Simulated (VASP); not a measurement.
Consider the following.

```
CELL_PARAMETERS angstrom
      0.00000     2.60475     2.60475
      2.60475     0.00000     2.60475
      2.60475     2.60475     0.00000
ATOMIC_POSITIONS crystal
  Mg 0.00000 0.00000 0.00000
  S  0.50000 0.50000 0.50000
```

These are optB88-vdW, VASP's PBE PAW potentials (set 64) (plane waves; VASP) values and carry that method's errors. Run with 520 eV cut-off, 10×10×10 Γ-centred mesh, tetrahedra with Blöchl corrections, potentials Mg S.

Question: What does the run give for the energy per atom (σ→0), band gap (on the k-mesh) with the smallest direct gap where there is one?

Answer: 
The band gap (on the k-mesh) is 2.82 eV and the smallest direct gap (on the k-mesh) comes out as 3.79 eV. The energy per atom (σ→0) is -2.852 eV/atom.

The compound is MgS in the rock salt structure. It was relaxed first.
